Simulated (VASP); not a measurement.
Calculation: r2SCAN meta-GGA, VASP's PBE PAW potentials (set 64) (plane waves; VASP).

VASP input:

**INCAR**
```
SYSTEM = AlN
PREC = Accurate
ENCUT = 520
EDIFF = 1E-7
NELM = 100
ALGO = Normal
LREAL = .FALSE.
LASPH = .TRUE.
ISMEAR = -5
METAGGA = R2SCAN
LMIXTAU = .TRUE.
LWAVE = .FALSE.
LCHARG = .FALSE.
LORBIT = 11
NEDOS = 601
ISIF = 2
```

KPOINTS_OPT:
```
k-points along high-symmetry lines
10
Line-mode
Reciprocal
  0.000000   0.000000   0.000000 ! GAMMA
 -0.500000  -0.500000   0.000000 ! X

 -0.500000  -0.500000   0.000000 ! X
 -0.375000  -0.375000   0.250000 ! U

 -0.375000  -0.000000   0.375000 ! K
  0.000000   0.000000   0.000000 ! GAMMA

  0.000000   0.000000   0.000000 ! GAMMA
 -0.000000  -0.000000   0.500000 ! L

 -0.000000  -0.000000   0.500000 ! L
 -0.500000  -0.250000   0.250000 ! W

 -0.500000  -0.250000   0.250000 ! W
 -0.500000  -0.500000   0.000000 ! X
```

POSCAR:
```
AlN
1
   -0.0000000000     2.1838093817     2.1838093817
    2.1838093817     0.0000000000     2.1838093817
    2.1838093817     2.1838093817     0.0000000000
Al N
1 1
Direct
  0.0000000000   0.0000000000   0.0000000000
  0.2500000000   0.2500000000   0.2500000000
```

KPOINTS:
```
Automatic
0
G
  12 12 12
0 0 0
```

POTCAR, in this order: Al N (PBE.64 set). Program: vasp_std.

The resulting files:

OSZICAR:
```
       N       E                     dE             d eps       ncg     rms          rms(c)
DAV:   1     0.501166666080E+01    0.50117E+01   -0.42464E+03  1184   0.862E+02
DAV:   2    -0.229186894840E+02   -0.27930E+02   -0.27701E+02  1496   0.148E+02
DAV:   3    -0.235134572344E+02   -0.59477E+00   -0.59477E+00  1344   0.275E+01
DAV:   4    -0.235154519835E+02   -0.19947E-02   -0.19947E-02  1672   0.150E+00
DAV:   5    -0.235154582812E+02   -0.62977E-05   -0.62977E-05  1392   0.653E-02    0.888E+00
DAV:   6    -0.188432914195E+02    0.46722E+01   -0.89322E+00  1224   0.206E+01    0.398E+00
DAV:   7    -0.193088981859E+02   -0.46561E+00   -0.11700E+00  1512   0.807E+00    0.222E+00
DAV:   8    -0.187502328893E+02    0.55867E+00   -0.86095E-01  1152   0.699E+00    0.160E+00
DAV:   9    -0.191615457834E+02   -0.41131E+00   -0.22291E-01  1152   0.480E+00    0.666E-01
DAV:  10    -0.191663256902E+02   -0.47799E-02   -0.35169E-02  1160   0.146E+00    0.367E-01
DAV:  11    -0.191641953909E+02    0.21303E-02   -0.61283E-04  1288   0.325E-01    0.328E-01
DAV:  12    -0.191711303329E+02   -0.69349E-02   -0.19498E-03  1160   0.334E-01    0.171E-01
DAV:  13    -0.191798242777E+02   -0.86939E-02   -0.44392E-03  1152   0.623E-01    0.503E-02
DAV:  14    -0.191798893907E+02   -0.65113E-04   -0.79360E-05  1544   0.927E-02    0.615E-02
DAV:  15    -0.191798150802E+02    0.74311E-04   -0.30200E-04  1320   0.114E-01    0.291E-02
DAV:  16    -0.191797085323E+02    0.10655E-03   -0.89185E-05  1184   0.892E-02    0.525E-03
DAV:  17    -0.191797157658E+02   -0.72335E-05   -0.36253E-06  1448   0.203E-02    0.579E-03
DAV:  18    -0.191797196572E+02   -0.38914E-05   -0.15711E-06  1168   0.131E-02    0.544E-03
DAV:  19    -0.191797223082E+02   -0.26510E-05   -0.44165E-06  1152   0.171E-02    0.184E-03
DAV:  20    -0.191797184580E+02    0.38502E-05   -0.44091E-07  1264   0.664E-03    0.154E-03
DAV:  21    -0.191797194115E+02   -0.95351E-06   -0.32916E-08   616   0.213E-03    0.722E-04
DAV:  22    -0.191797190154E+02    0.39611E-06   -0.81341E-09   600   0.143E-03    0.398E-04
DAV:  23    -0.191797194296E+02   -0.41419E-06   -0.21307E-08   592   0.120E-03    0.108E-04
DAV:  24    -0.191797193969E+02    0.32674E-07   -0.18545E-09   600   0.591E-04
   1 F= -.19179719E+02 E0= -.19179719E+02  d E =0.000000E+00
       N       E                     dE             ncg
```

File OUTCAR:
```
------------------------ aborting loop because EDIFF is reached ----------------------------------------
  FORCE on cell =-STRESS in cart. coord.  units (eV):
  Direction    XX          YY          ZZ          XY          YZ          ZX
  --------------------------------------------------------------------------------------
  Total       -0.0099919     -0.0099919     -0.0099919      0.0000000     -0.0000000     -0.0000000
  in kB       -0.7685737     -0.7685737     -0.7685737      0.0000000     -0.0000000     -0.0000000
  external PRESSURE =      -0.7685737 kB  Pullay stress =       0.0000000 kB
  volume of cell :       20.83
      direct lattice vectors                 reciprocal lattice vectors
     0.000000000  2.183809382  2.183809382    -0.228957712  0.228957712  0.228957712
     2.183809382  0.000000000  2.183809382     0.228957712 -0.228957712  0.228957712
     2.183809382  2.183809382  0.000000000     0.228957712  0.228957712 -0.228957712
  FREE ENERGIE OF THE ION-ELECTRON SYSTEM (eV)
  ---------------------------------------------------
  free  energy   TOTEN  =       -19.1797193969 eV

  energy  without entropy=      -19.1797193969  energy(sigma->0) =      -19.17971940

 total charge

# of ion       s       p       d       tot
------------------------------------------
    1        0.369   0.454   0.000   0.824
    2        1.231   2.668   0.000   3.899
--------------------------------------------------
tot          1.600   3.122   0.000   4.722
```
(Selected blocks of OUTCAR.)

File OUTCAR:
```
 val. band max:        5.6953457723   @ k =   0.0000   0.0000   0.0000

 cond. band min:       9.6304559335   @ k =   0.5000   0.5000   0.0000


 Fermi energy:         5.7066044512

 k-point     1 :       0.0000    0.0000    0.0000
  band No.  band energies     occupation
      1     -10.0478      2.00000
      2       5.6953      2.00000
      3       5.6953      2.00000
      4       5.6953      2.00000
      5      10.5902      0.00000
      6      19.2193      0.00000
      7      19.2193      0.00000
      8      19.2193      0.00000

 k-point     2 :       0.0833    0.0000    0.0000
  band No.  band energies     occupation
      1      -9.9455      2.00000
      2       5.1161      2.00000
      3       5.6587      2.00000
      4       5.6587      2.00000
      5      11.0716      0.00000
      6      18.9477      0.00000
      7      19.3265      0.00000
      8      19.3265      0.00000

 k-point     3 :       0.1667    0.0000    0.0000
  band No.  band energies     occupation
      1      -9.6499      2.00000
      2       3.8434      2.00000
      3       5.5621      2.00000
      4       5.5621      2.00000
      5      12.0336      0.00000
      6      18.3253      0.00000
      7      19.3777      0.00000
      8      19.3777      0.00000

 k-point     4 :       0.2500    0.0000    0.0000
  band No.  band energies     occupation
      1      -9.1998      2.00000
      2       2.4117      2.00000
      3       5.4372      2.00000
      4       5.4372      2.00000
      5      12.9180      0.00000
      6      17.6493      0.00000
      7      18.9114      0.00000
      8      18.9114      0.00000

 k-point     5 :       0.3333    0.0000    0.0000
  band No.  band energies     occupation
      1      -8.6754      2.00000
      2       1.1050      2.00000
      3       5.3199      2.00000
      4       5.3199      2.00000
      5      13.5095      0.00000
      6      17.0734      0.00000
      7      18.2639      0.00000
...
```

The compound is AlN in the zinc blende structure, a metastable form; wurtzite is the usual one. It was relaxed first.
